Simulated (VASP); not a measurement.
A VASP calculation is set up with these files.

**INCAR**
```
SYSTEM = Rh
PREC = Accurate
ENCUT = 400
EDIFF = 1E-6
NELM = 60
ALGO = VeryFast
LREAL = .FALSE.
LASPH = .TRUE.
ISMEAR = 1
SIGMA = 0.1
GGA = PE
LMAXMIX = 4
LWAVE = .FALSE.
LCHARG = .FALSE.
ISIF = 2
NELMDL = -1
```

File POSCAR:
```
Rh
1
    0.0000000000     1.9380000000     1.9380000000
    1.9380000000     0.0000000000     1.9380000000
    1.9380000000     1.9380000000     0.0000000000
Rh
1
Direct
  0.0000000000   0.0000000000   0.0000000000
```

File KPOINTS:
```
Automatic mesh
0
Gamma
12 12 12
0 0 0
```

POTCAR, in this order: Rh_pv (PBE.64 set). Program: vasp_std.

The resulting files:

**standard output**
```
...
RMM:  30     0.658672157397E+03   -0.40473E-02   -0.39797E-02  2708   0.462E-01    0.848E-01
WARNING in EDDRMM: call to ZHEGV failed, returncode =   6  3      6
RMM:  31     0.658668650039E+03   -0.35074E-02   -0.34537E-02  2531   0.418E-01    0.104E+00
RMM:  32     0.658665807124E+03   -0.28429E-02   -0.28047E-02  2460   0.369E-01    0.113E+00
RMM:  33     0.658663354352E+03   -0.24528E-02   -0.24371E-02  2434   0.336E-01    0.115E+00
RMM:  34     0.658661318155E+03   -0.20362E-02   -0.20120E-02  2150   0.296E-01    0.125E+00
RMM:  35     0.658659587509E+03   -0.17306E-02   -0.17324E-02  2502   0.276E-01    0.127E+00
RMM:  36     0.658658148400E+03   -0.14391E-02   -0.14501E-02  2880   0.258E-01    0.130E+00
RMM:  37     0.658656902774E+03   -0.12456E-02   -0.12477E-02  2940   0.242E-01    0.144E+00
RMM:  38     0.658655792063E+03   -0.11107E-02   -0.10896E-02  2208   0.203E-01    0.155E+00
RMM:  39     0.658654819456E+03   -0.97261E-03   -0.95822E-03  2016   0.182E-01    0.159E+00
RMM:  40     0.658653909133E+03   -0.91032E-03   -0.88144E-03  2544   0.183E-01    0.158E+00
RMM:  41     0.658653114245E+03   -0.79489E-03   -0.78224E-03  2024   0.158E-01    0.167E+00
RMM:  42     0.658652398236E+03   -0.71601E-03   -0.70163E-03  1964   0.150E-01    0.170E+00
RMM:  43     0.658651775879E+03   -0.62236E-03   -0.62481E-03  2402   0.143E-01    0.174E+00
RMM:  44     0.658651197919E+03   -0.57796E-03   -0.56465E-03  2049   0.137E-01    0.173E+00
RMM:  45     0.658650683061E+03   -0.51486E-03   -0.50394E-03  2285   0.124E-01    0.174E+00
RMM:  46     0.658650237276E+03   -0.44578E-03   -0.44994E-03  1957   0.114E-01    0.182E+00
RMM:  47     0.658649869958E+03   -0.36732E-03   -0.37816E-03  2959   0.170E-01    0.161E+00
RMM:  48     0.658649467227E+03   -0.40273E-03   -0.38719E-03  2791   0.112E-01    0.160E+00
WARNING in EDDRMM: call to ZHEGV failed, returncode =   6  3      3
WARNING in EDDRMM: call to ZHEGV failed, returncode =   6  3      7
WARNING in EDDRMM: call to ZHEGV failed, returncode =   6  3      5
WARNING in EDDRMM: call to ZHEGV failed, returncode =   8  4      7
WARNING in EDDRMM: call to ZHEGV failed, returncode =   6  3      6
RMM:  49     0.658649144910E+03   -0.32232E-03   -0.30320E-03  2139   0.967E-02    0.154E+00
WARNING in EDDRMM: call to ZHEGV failed, returncode =   6  3      1
RMM:  50     0.658648776085E+03   -0.36883E-03   -0.31607E-03  2667   0.109E-01    0.115E+00
RMM:  51     0.658648496441E+03   -0.27964E-03   -0.24919E-03  2767   0.104E-01    0.796E-01
RMM:  52     0.658648212167E+03   -0.28427E-03   -0.26871E-03  2614   0.965E-02    0.473E-01
WARNING in EDDRMM: call to ZHEGV failed, returncode =   6  3      8
RMM:  53     0.658647984829E+03   -0.22734E-03   -0.22053E-03  2343   0.893E-02    0.258E-01
RMM:  54     0.658647751886E+03   -0.23294E-03   -0.23025E-03  2335   0.857E-02    0.126E-01
RMM:  55     0.658647549461E+03   -0.20242E-03   -0.20134E-03  2039   0.804E-02    0.598E-02
RMM:  56     0.658647349755E+03   -0.19971E-03   -0.19896E-03  1900   0.763E-02    0.443E-02
RMM:  57     0.658647169387E+03   -0.18037E-03   -0.17981E-03  1775   0.685E-02    0.558E-02
WARNING in EDDRMM: call to ZHEGV failed, returncode =   8  4      6
RMM:  58     0.658646995433E+03   -0.17395E-03   -0.17343E-03  1738   0.671E-02    0.814E-02
RMM:  59     0.658646840881E+03   -0.15455E-03   -0.15417E-03  1790   0.657E-02    0.110E-01
RMM:  60     0.658646686930E+03   -0.15395E-03   -0.15367E-03  1789   0.646E-02

 -----------------------------------------------------------------------------
|                                                                             |
|           W    W    AA    RRRRR   N    N  II  N    N   GGGG   !!!           |
|           W    W   A  A   R    R  NN   N  II  NN   N  G    G  !!!           |
|           W    W  A    A  R    R  N N  N  II  N N  N  G       !!!           |
|           W WW W  AAAAAA  RRRRR   N  N N  II  N  N N  G  GGG   !            |
|           WW  WW  A    A  R   R   N   NN  II  N   NN  G    G                |
|           W    W  A    A  R    R  N    N  II  N    N   GGGG   !!!           |
|                                                                             |
|     The electronic self-consistency was not achieved in the given           |
|     number of steps (NELM). The forces and other quantities evaluated       |
|     might not be reliable so examine the results carefully. If you find     |
|     spurious results, we suggest increasing NELM, if you were close to      |
|     convergence or switching to a different ALGO or adjusting the           |
|     density mixing parameters otherwise.                                    |
|                                                                             |
 -----------------------------------------------------------------------------

   1 F= 0.65864669E+03 E0= 0.65864632E+03  d E =0.108620E-02
```

File OUTCAR:
```
------------------------ aborting loop EDIFF was not reached (unconverged)  ----------------------------
  FORCE on cell =-STRESS in cart. coord.  units (eV):
  Direction    XX          YY          ZZ          XY          YZ          ZX
  --------------------------------------------------------------------------------------
  Total       34.5998186     34.5998186     34.5998186      0.0000000      0.0000000     -0.0000000
  in kB     3807.9662445   3807.9662445   3807.9662445      0.0000000      0.0000000     -0.0000000
  external PRESSURE =    3807.9662445 kB  Pullay stress =       0.0000000 kB
  volume of cell :       14.56
      direct lattice vectors                 reciprocal lattice vectors
     0.000000000  1.938000000  1.938000000    -0.257997936  0.257997936  0.257997936
     1.938000000  0.000000000  1.938000000     0.257997936 -0.257997936  0.257997936
     1.938000000  1.938000000  0.000000000     0.257997936  0.257997936 -0.257997936
 POSITION                                       TOTAL-FORCE (eV/Angst)
 -----------------------------------------------------------------------------------
      0.00000      0.00000      0.00000         0.000000      0.000000      0.000000
 -----------------------------------------------------------------------------------
    total drift:                                0.000000      0.000000      0.000000
  FREE ENERGIE OF THE ION-ELECTRON SYSTEM (eV)
  ---------------------------------------------------
  free  energy   TOTEN  =       658.6466869299 eV

  energy  without entropy=      658.6456007263  energy(sigma->0) =      658.64632486
```
(Selected blocks of OUTCAR.)

**Question.** Read the log: what went wrong, and how is it fixed?

**Answer.** The cause: ALGO = VeryFast starts from random orbitals with almost no delay (NELMDL = -1). Convergence was not reached. Against the sound run, the energy per atom (σ→0) goes up by 665.892 eV/atom; the pressure goes up by 390.63 GPa. To mend it, set ALGO = Normal, remove NELMDL.

The mended run (PBE GGA, plane waves, VASP's PBE PAW potentials (set 64)) converges, and its OSZICAR ends with
```
   1 F= -.72452808E+01 E0= -.72455113E+01  d E =0.691647E-03
```

The compound is Rh in the fcc structure. The cell was not relaxed at this level.
